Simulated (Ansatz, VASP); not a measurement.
One calculation of NaMgF3, two programs

Contents of INCAR:

```
ALGO = Fast ; EDIFF = 1E-7
ENCUT = 520 ; ISIF = 2
ISMEAR = 0 ; LASPH = T
LCHARG = F ; LREAL = F
LWAVE = F ; NBANDS = 23
NELM = 100 ; PREC = Accurate
SIGMA = 0.05
```

The input KPOINTS:

```
k-points
0
Gamma
  6 6 6
```

POSCAR

```
NaMgF3
1.0
    4.2965374125      0.0000000000      0.0000000000
    0.0000000000      3.6051405875      0.0000000000
    0.0000000000      0.0000000000      3.9508390000
Na Mg F
1 1 3
Direct
    0.0000000000      0.0000000000      0.0000000000
    0.5000000000      0.5000000000      0.5000000000
    0.5000000000      0.5000000000      0.0000000000
    0.5000000000      0.0000000000      0.5000000000
    0.0000000000      0.5000000000      0.5000000000
```

Input for Ansatz:

```yaml
crystal:
  lattice:
    - [4.2965374125, 0.0, 0.0]
    - [0.0, 3.6051405875, 0.0]
    - [0.0, 0.0, 3.950839]
  atoms:
    - { symbol: Na, position: [0.0, 0.0, 0.0] }
    - { symbol: Mg, position: [0.5, 0.5, 0.5] }
    - { symbol: F, position: [0.5, 0.5, 0.0] }
    - { symbol: F, position: [0.5, 0.0, 0.5] }
    - { symbol: F, position: [0.0, 0.5, 0.5] }
basis:
  ecutwfc: 420
kpoints:
  mp_grid: { grid: [6, 6, 6] }
hamiltonian:
  xc: lda
scf:
  occupations: { method: gaussian, width: 0.05 }
output:
  forces: true
  stress: true
  eigenvalues: true
```

Change from the starting cell: strain +0.0875 x Voigt [1, -1, 0, 0, 0, 0], atoms carried along.

Alike in both runs: task single point; functional LDA; k mesh 6 × 6 × 6; occupations gaussian, width 0.05 eV; no spin polarisation.

```csv
,VASP,Ansatz
version,VASP 6.6.1,Ansatz 0.2.0
potentials or method,"VASP PAW LDA potentials, release 64 (Na_pv, Mg, F)","scalar-relativistic, plane waves, PAW"
plane-wave cutoff (eV),520,420
valence electrons in the cell,30,40
```

Ansatz gave:

| Item | Value |
| --- | --- |
| gap on the k mesh at the Fermi level (eV) | 5.52 |
| least direct gap on the mesh (eV) | 5.98 |
| pressure (GPa) | -3.2 |
| largest component of the traceless stress (GPa) | 11.28 |

Task: What did VASP give for the same quantities?

Result: gap on the k mesh at the Fermi level (eV): 5.50; least direct gap on the mesh (eV): 5.96; pressure (GPa): -4.0; largest component of the traceless stress (GPa): 11.40.

The two sets of potentials don't hold the same shells in valence.

A k mesh can miss the band edges.
